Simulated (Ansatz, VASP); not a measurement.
# Cross-check of La2O3 between VASP and Ansatz, part 3 of 3

Aim: how closely do two programs agree when they are given the same cell, functional and k mesh? The cell is taken from a series of runs on this material, whose earlier steps may have relaxed, scaled, displaced or heated it; both programs get it as it stands.

VASP 6.6.1 and Ansatz 0.2.0.

So far: The structure; Ansatz: zone-centre phonons, LDA; VASP: zone-centre phonons, LDA.

## 3. VASP: zone-centre phonons, LDA (continued)

Level of this step: LDA; plane waves and PAW (O, La) (VASP).

Numbers of over 12 decimals in the logs are rounded to 6 here.

From OUTCAR (step 3):

```text
ion  position               nearest neighbor table
   1  0.667  0.333  0.349-   5 2.31   5 2.31   5 2.31   4 2.35
   2  0.333  0.667  0.651-   4 2.31   4 2.31   4 2.31   5 2.35
   3  0.000  0.000  0.000-   4 2.60   5 2.60   4 2.60   5 2.60   4 2.60   5 2.60
   4  0.667  0.333  0.762-   2 2.31   2 2.31   2 2.31   1 2.35   3 2.60   3 2.60   3 2.60   5 3.51
                             5 3.51   5 3.51
   5  0.333  0.667  0.238-   1 2.31   1 2.31   1 2.31   2 2.35   3 2.60   3 2.60   3 2.60   4 3.51
                             4 3.51   4 3.51

  LATTYP: Found a hexagonal cell.
 ALAT       =     3.8503022536
 C/A-ratio  =     1.4776509861

 Subroutine GETGRP returns: Found 12 space group operations
 (whereof 12 operations were pure point group operations)

The static configuration has the point symmetry D_3d.

 Found     43 irreducible k-points:

   k-points           NKPTS =     43   k-points in BZ     NKDIM =     43   number of bands    NBANDS=     26

   dimension x,y,z NGX =    32 NGY =   32 NGZ =   48
   dimension x,y,z NGXF=    64 NGYF=   64 NGZF=   96

   ENCUT  =  600.0 eV  44.10 Ry    6.64 a.u.   7.69  7.69 11.36*2*pi/ulx,y,z

   NELECT =      40.0000    total number of electrons

 k-points in reciprocal lattice and weights: Automatic mesh
   0.00000000  0.00000000  0.00000000       0.003
   0.11111111  0.00000000  0.00000000       0.019
   0.22222222  0.00000000  0.00000000       0.019
   0.33333333  0.00000000  0.00000000       0.019
   0.44444444  0.00000000  0.00000000       0.019
   0.11111111  0.11111111  0.00000000       0.019
   0.22222222  0.11111111  0.00000000       0.037
   0.33333333  0.11111111  0.00000000       0.037
   0.44444444  0.11111111  0.00000000       0.019
[...]
0.33333333  0.22222222  0.50000000       0.037
   0.33333333  0.33333333  0.50000000       0.006

 average (electrostatic) potential at core
       1 -67.1634       2 -67.1634       3 -66.6219       4 -93.3865       5 -93.3865

 Eigenvectors and eigenvalues of the dynamical matrix
 ----------------------------------------------------

   1 f  =   14.059247 THz    88.336855 2PiTHz  468.966004 cm-1    58.144348 meV
             X         Y         Z           dx          dy          dz
      1.925151  1.111487  1.984619    -0.000000   -0.000000    0.544018
     -0.000000  2.222973  3.704784     0.000000    0.000000    0.544018
      0.000000  0.000000  0.000000     0.000000    0.000000   -0.629237
      1.925151  1.111487  4.333925    -0.000000   -0.000000   -0.077942
     -0.000000  2.222973  1.355478     0.000000    0.000000   -0.077942

   2 f  =   13.000742 THz    81.686071 2PiTHz  433.658076 cm-1    53.766725 meV
             X         Y         Z           dx          dy          dz
      1.925151  1.111487  1.984619     0.000006    0.697026    0.000000
     -0.000000  2.222973  3.704784    -0.000006   -0.697026   -0.000000
      0.000000  0.000000  0.000000     0.000000    0.000000   -0.000000
      1.925151  1.111487  4.333925     0.000001    0.118971    0.000000
     -0.000000  2.222973  1.355478    -0.000001   -0.118971   -0.000000

   3 f  =   13.000742 THz    81.686071 2PiTHz  433.658076 cm-1    53.766725 meV
             X         Y         Z           dx          dy          dz
      1.925151  1.111487  1.984619     0.697026   -0.000006    0.000000
     -0.000000  2.222973  3.704784    -0.697026    0.000006   -0.000000
      0.000000  0.000000  0.000000    -0.000000    0.000000   -0.000000
      1.925151  1.111487  4.333925     0.118971   -0.000001   -0.000000
     -0.000000  2.222973  1.355478    -0.118971    0.000001   -0.000000

   4 f  =   12.357725 THz    77.645877 2PiTHz  412.209341 cm-1    51.107422 meV
             X         Y         Z           dx          dy          dz
      1.925151  1.111487  1.984619     0.000000    0.000000    0.699503
     -0.000000  2.222973  3.704784     0.000000    0.000000   -0.699503
      0.000000  0.000000  0.000000    -0.000000   -0.000000    0.000000
      1.925151  1.111487  4.333925    -0.000000   -0.000000    0.103420
     -0.000000  2.222973  1.355478    -0.000000   -0.000000   -0.103420

   5 f  =   12.249367 THz    76.965043 2PiTHz  408.594905 cm-1    50.659289 meV
             X         Y         Z           dx          dy          dz
      1.925151  1.111487  1.984619     0.000010    0.639760   -0.000000
     -0.000000  2.222973  3.704784     0.000010    0.639760    0.000000
      0.000000  0.000000  0.000000    -0.000006   -0.365139    0.000000
      1.925151  1.111487  4.333925    -0.000002   -0.155062   -0.000000
     -0.000000  2.222973  1.355478    -0.000002   -0.155062    0.000000

   6 f  =   12.249367 THz    76.965043 2PiTHz  408.594905 cm-1    50.659289 meV
             X         Y         Z           dx          dy          dz
      1.925151  1.111487  1.984619    -0.639760    0.000010    0.000000
     -0.000000  2.222973  3.704784    -0.639760    0.000010   -0.000000
      0.000000  0.000000  0.000000     0.365139   -0.000006    0.000000
      1.925151  1.111487  4.333925     0.155062   -0.000002    0.000000
     -0.000000  2.222973  1.355478     0.155062   -0.000002   -0.000000

   7 f  =    7.720988 THz    48.512397 2PiTHz  257.544429 cm-1    31.931425 meV
             X         Y         Z           dx          dy          dz
      1.925151  1.111487  1.984619     0.000001    0.203769    0.000000
     -0.000000  2.222973  3.704784     0.000001    0.203769    0.000000
      0.000000  0.000000  0.000000     0.000003    0.903896    0.000000
      1.925151  1.111487  4.333925    -0.000001   -0.223526   -0.000000
     -0.000000  2.222973  1.355478    -0.000001   -0.223526    0.000000

   8 f  =    7.720988 THz    48.512397 2PiTHz  257.544429 cm-1    31.931425 meV
             X         Y         Z           dx          dy          dz
      1.925151  1.111487  1.984619    -0.203769    0.000001   -0.000000
     -0.000000  2.222973  3.704784    -0.203769    0.000001   -0.000000
      0.000000  0.000000  0.000000    -0.903896    0.000003   -0.000000
      1.925151  1.111487  4.333925     0.223526   -0.000001    0.000000
     -0.000000  2.222973  1.355478     0.223526   -0.000001    0.000000

   9 f  =    7.251550 THz    45.562833 2PiTHz  241.885673 cm-1    29.989988 meV
             X         Y         Z           dx          dy          dz
      1.925151  1.111487  1.984619     0.000000    0.000000   -0.393637
     -0.000000  2.222973  3.704784     0.000000    0.000000   -0.393637
      0.000000  0.000000  0.000000     0.000000   -0.000000   -0.745024
      1.925151  1.111487  4.333925    -0.000000   -0.000000    0.259844
     -0.000000  2.222973  1.355478     0.000000    0.000000    0.259844

  10 f  =    6.562376 THz    41.232622 2PiTHz  218.897289 cm-1    27.139793 meV
             X         Y         Z           dx          dy          dz
      1.925151  1.111487  1.984619    -0.000000   -0.000000    0.103420
     -0.000000  2.222973  3.704784    -0.000000   -0.000000   -0.103420
      0.000000  0.000000  0.000000    -0.000000   -0.000000    0.000000
      1.925151  1.111487  4.333925     0.000000    0.000000   -0.699503
     -0.000000  2.222973  1.355478    -0.000000   -0.000000    0.699503

  11 f  =    3.568730 THz    22.422992 2PiTHz  119.040020 cm-1    14.759075 meV
             X         Y         Z           dx          dy          dz
      1.925151  1.111487  1.984619    -0.000014    0.118971    0.000000
     -0.000000  2.222973  3.704784     0.000014   -0.118971    0.000000
      0.000000  0.000000  0.000000    -0.000000   -0.000000    0.000000
      1.925151  1.111487  4.333925     0.000079   -0.697026   -0.000000
     -0.000000  2.222973  1.355478    -0.000079    0.697026    0.000000

  12 f  =    3.568730 THz    22.422992 2PiTHz  119.040020 cm-1    14.759075 meV
             X         Y         Z           dx          dy          dz
      1.925151  1.111487  1.984619    -0.118971   -0.000014   -0.000000
     -0.000000  2.222973  3.704784     0.118971    0.000014   -0.000000
      0.000000  0.000000  0.000000    -0.000000   -0.000000   -0.000000
      1.925151  1.111487  4.333925     0.697026    0.000079    0.000000
     -0.000000  2.222973  1.355478    -0.697026   -0.000079   -0.000000

  13 f/i=    0.002343 THz     0.014719 2PiTHz    0.078141 cm-1     0.009688 meV
             X         Y         Z           dx          dy          dz
      1.925151  1.111487  1.984619     0.000000    0.000000    0.221573
     -0.000000  2.222973  3.704784     0.000000    0.000000    0.221573
      0.000000  0.000000  0.000000     0.000000    0.000000    0.221358
      1.925151  1.111487  4.333925     0.000000    0.000000    0.652998
     -0.000000  2.222973  1.355478     0.000000    0.000000    0.652998

  14 f/i=    0.010001 THz     0.062841 2PiTHz    0.333610 cm-1     0.041362 meV
             X         Y         Z           dx          dy          dz
      1.925151  1.111487  1.984619    -0.167174    0.145734   -0.000000
     -0.000000  2.222973  3.704784    -0.167174    0.145734   -0.000000
      0.000000  0.000000  0.000000    -0.167954    0.146413   -0.000000
      1.925151  1.111487  4.333925    -0.491984    0.428886   -0.000000
     -0.000000  2.222973  1.355478    -0.491984    0.428886   -0.000000

  15 f/i=    0.010001 THz     0.062841 2PiTHz    0.333610 cm-1     0.041362 meV
             X         Y         Z           dx          dy          dz
      1.925151  1.111487  1.984619     0.145734    0.167174   -0.000000
     -0.000000  2.222973  3.704784     0.145734    0.167174   -0.000000
      0.000000  0.000000  0.000000     0.146413    0.167954   -0.000000
      1.925151  1.111487  4.333925     0.428886    0.491984   -0.000000
     -0.000000  2.222973  1.355478     0.428886    0.491984   -0.000000

 MACROSCOPIC STATIC DIELECTRIC TENSOR IONIC CONTRIBUTION
 ------------------------------------------------------
          14.662062     0.000000    -0.000000
           0.000000    14.662062     0.000000
          -0.000000     0.000000    16.282051
 ------------------------------------------------------

 ELASTIC MODULI CONTR FROM IONIC RELAXATION (kBar)
 Direction    XX          YY          ZZ          XY          YZ          ZX
 --------------------------------------------------------------------------------
 XX        -499.4313    305.3925    -35.7754     -0.0000    191.3926      0.0000
 YY         305.3925   -499.4313    -35.7754      0.0000   -191.3926     -0.0000
 ZZ         -35.7754    -35.7754   -624.4819     -0.0000     -0.0000      0.0000
 XY          -0.0000      0.0000     -0.0000   -402.4119      0.0000    198.5852
 YZ         191.3926   -191.3926     -0.0000      0.0000    -93.1049     -0.0000
 ZX           0.0000     -0.0000      0.0000    198.5852     -0.0000    -99.4385
 --------------------------------------------------------------------------------

 PIEZOELECTRIC TENSOR IONIC CONTR  for field in x, y, z        (C/m^2)
          XX          YY          ZZ          XY          YZ          ZX
  --------------------------------------------------------------------------------
  x     0.00000    -0.00000    -0.00000    -0.00000    -0.00000     0.00000
  y     0.00000     0.00000     0.00000     0.00000    -0.00000    -0.00000
  z     0.00000     0.00000     0.00000     0.00000    -0.00000    -0.00000
```

## 4. Side by side

Known differences besides the potentials themselves: the two LDA forms differ slightly; fixed occupations in Ansatz, narrow Gaussian smearing in VASP; VASP's response is taken on the typed mesh, Ansatz refines its own for the field response alone; the cutoff is 420 eV in Ansatz and 600 eV in VASP; VASP's log shows a relativistic correction to its local exchange, Ansatz's none; VASP's log repeats an internal error in its field response. Total energies have different zeros and are not compared.

Compared:

```
                                     quantity  Ansatz   VASP  difference
                                        ε∞ xx    5.03   5.04     -0.11 %
                                        ε∞ yy    5.03   5.04     -0.11 %
                                        ε∞ zz    5.05   5.05     -0.05 %
 Born charge of O1 (mean of the diagonal) (e)   -2.80  -2.80        0.00
Born charge of La4 (mean of the diagonal) (e)    4.18   4.18        0.00
                   optical mode 1 to 2 (cm⁻¹)   118.8  119.0     -0.18 %
                        optical mode 3 (cm⁻¹)   218.7  218.9     -0.09 %
                        optical mode 4 (cm⁻¹)   241.6  241.9     -0.13 %
                   optical mode 5 to 6 (cm⁻¹)   257.8  257.5     +0.09 %
                   optical mode 7 to 8 (cm⁻¹)   408.9  408.6     +0.07 %
                        optical mode 9 (cm⁻¹)   412.5  412.2     +0.08 %
                 optical mode 10 to 11 (cm⁻¹)   434.0  433.7     +0.09 %
                       optical mode 12 (cm⁻¹)   468.7  469.0     -0.07 %
```

Modes are paired by rising frequency, not by their patterns, so a pair may set unlike modes beside each other; they are those without the splitting of longitudinal modes.

## 5. Summary of results

| Property | Result |
| --- | --- |
| r.m.s. difference of the optical zone-centre modes, each program's sorted by frequency (zone-centre phonons, LDA) | 0.29 cm⁻¹ |

In words: The r.m.s. difference of the optical zone-centre modes, each program's sorted by frequency is 0.29 cm⁻¹ (zone-centre phonons, LDA). Such differences can come from data sets, numerical settings and the points named under the comparisons, not from the functional's error against experiment.

[Lines on the potential files, build, host, timing and source positions are cut from VASP's logs without a mark.]

[Logs are printed without paths, hosts, clocks, repeated set-up lines and the standing remarks that a program may print on its own settings, such as how far it seeks lower states.]

[Hosts, paths, dates, database ids (printed as entryN), source tags and the programs' standing remarks are cut or masked in the printed files.]
